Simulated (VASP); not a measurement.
BaMgVO3 under changes of volume

One of the cells (14.404 Å³/atom); the others are scaled copies at fixed shape and fractional positions:

```
Ba V Mg O
1.0
     2.86828   -2.85349    0.00000
     2.86828    2.85349    0.00000
    -2.16172    0.00000    5.27965
Ba V Mg O
1 1 1 3
Direct
  0.87790 0.87790 0.04801
  0.58320 0.58320 0.42256
  0.18936 0.18936 0.65507
  0.34034 0.34034 0.03082
  0.63894 0.12025 0.53844
  0.12025 0.63894 0.53844
```

The cell comes from a database or a generator and needn't be the stable form of this composition.

| Property | Result |
| --- | --- |
| Program | VASP 6.6.1 |
| Functional | PBE |
| Potentials or basis | VASP PAW PBE potentials, release 64 (Ba_sv, V_sv, Mg, O) |
| Cutoff | 520 eV |
| k mesh | 7 × 7 × 5 |
| Occupations | fermi-dirac, width 0.05 eV |
| Spin | collinear spin, ferromagnetic start |
| Starting moments | [0.0, 2.0, 0.0, 0.0, 0.0, 0.0] μB |

| volume (Å³/atom) | energy over the lowest point (meV/atom) | pressure (GPa) | largest force (eV/Å) |
| --- | --- | --- | --- |
| 13.274 | 14.11 | 6.6 | 0.568 |
| 13.557 | 4.70 | 3.8 | 0.528 |
| 13.839 | 0.00 | 1.3 | 0.492 |
| 14.404 | 2.77 | -3.0 | 0.425 |
| 14.686 | ? | ? | ? |
| 14.969 | 19.10 | -6.4 | 0.367 |

What does the run at 14.686 Å³/atom give?

Energy over the lowest point 9.42 meV/atom; pressure -4.8 GPa; largest force 0.395 eV/Å.

Worked out: A Birch-Murnaghan fit of order 3 (a polynomial in V^(-2/3)) to the other rows has its minimum at 14.01 Å³/atom with B0 = V·E''(V) = 110 GPa and B' = 4.4 at fixed shape and positions, which overstates the stiffness. It gives 9.40 meV/atom at 14.686 Å³/atom, against the run's 9.42, and -dE/dV = -4.7 GPa, against -4.8.

Energies are extrapolated to zero smearing.
